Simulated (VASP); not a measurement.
Given:

```
CELL_PARAMETERS angstrom
      0.00000     3.53792     3.53792
      3.53792     0.00000     3.53792
      3.53792     3.53792     0.00000
ATOMIC_POSITIONS crystal
  Sr 0.00000 0.00000 0.00000
  Cl 0.25000 0.25000 0.25000
  Cl 0.75000 0.75000 0.75000
```

All values below come from vdW-DF-cx, VASP's PBE PAW potentials (set 64) (plane waves; VASP). Run with 520 eV cut-off, 6×6×6 Γ-centred mesh, Gaussian smearing of 0.050 eV, potentials Sr_sv Cl.

### Question
What does the run give for the energy per atom (σ→0), pressure, band gap (on the k-mesh) with the smallest direct gap where there is one?

### Answer

```
Quantity                                     Result
-----------------------------------  --------------
band gap (on the k-mesh)                    5.16 eV
smallest direct gap (on the k-mesh)         5.49 eV
energy per atom (σ→0)                -2.453 eV/atom
pressure                                  -1.88 GPa
```

The absolute energy has meaning only against runs of the same code, potentials and settings.

The compound is SrCl2 in the fluorite structure. This cell is one point of a volume scan, at 1.06 of the reference volume.
